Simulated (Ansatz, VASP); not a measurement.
## One calculation of MgGeSb2, two programs

```
Mg Sb Ge
1.0
     4.40241    0.00000    0.00000
     0.00000    4.40241    0.00000
     0.00000    0.00000    6.49518
Mg Sb Ge
1 2 1
Direct
  0.00000 0.00000 0.00000
  0.00000 0.50000 0.26075
  0.50000 0.00000 0.73925
  0.50000 0.50000 0.50000
```

Alike in both runs: task single point; functional PBE; k mesh 4 × 4 × 4; occupations methfessel-paxton of order 1, width 0.5 eV; no spin polarisation.

|  | VASP | Ansatz |
| --- | --- | --- |
| version | VASP 6.6.1 | Ansatz 0.2.0 |
| potentials or method | VASP PAW PBE potentials, release 64 (Mg, Sb, Ge_d) | plane waves |
| plane-wave cutoff (eV) | 520 | 420 |
| valence electrons in the cell | 26 | 54 |

```tsv
	VASP	Ansatz	Ansatz less VASP
pressure (GPa)	1.6	1.6	-0.05
largest component of the traceless stress (GPa)	0.13	0.14	+0.009
rms of the force components (eV/Å)	0.007	0.003	-0.0037
```

The two sets of potentials don't hold the same shells in valence.

Spin-orbit coupling is left out, which matters for the levels of Sb.
